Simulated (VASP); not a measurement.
Cd2TeS (space group P3m1): the band gap from VASP (plane waves, PAW) at several levels of theory. Gaps are without spin-orbit coupling. Each level names its cell: its own relaxed one, PBE's, or the starting one. A gap is the smallest over the k-mesh and a band path; hybrids may have named points in place of the path, and GW has the mesh alone.

```json
[
 {"level": "r2SCAN (own cell)", "band gap (eV)": "0.48"},
 {"level": "HSE06 (PBE cell)", "band gap (eV)": "0.87"}
]
```

The cell of the r2SCAN (own cell) run:

```cif
data_Cd2STe
_chemical_formula_sum 'Cd2 Te1 S1'
_space_group_name_H-M_alt 'P3m1'
_space_group_IT_number 156
_space_group_name_Hall 'P 3 -2"'
_cell_length_a 4.38798
_cell_length_b 4.38798
_cell_length_c 7.19023
_cell_angle_alpha 90.000
_cell_angle_beta 90.000
_cell_angle_gamma 120.000
loop_
_atom_site_label
_atom_site_type_symbol
_atom_site_symmetry_multiplicity
_atom_site_Wyckoff_symbol
_atom_site_fract_x
_atom_site_fract_y
_atom_site_fract_z
_atom_site_occupancy
Cd1 Cd 1 c 0.66667 0.33333 0.47300 1
Cd2 Cd 1 a 0.00000 0.00000 0.02472 1
Te1 Te 1 a 0.00000 0.00000 0.63054 1
S1 S 1 c 0.66667 0.33333 0.11974 1
```

Only levels that ran to the end are used. Left out are those held back, those with too coarse a band path, GW runs whose mesh misses a band edge, hybrids' fits of cells that aren't cubic and levels without matching references; a question may draw on a part of the rest.

The structure comes from a computed database's Cd2TeS entry (P3m1); how it stands against other phases isn't given here.
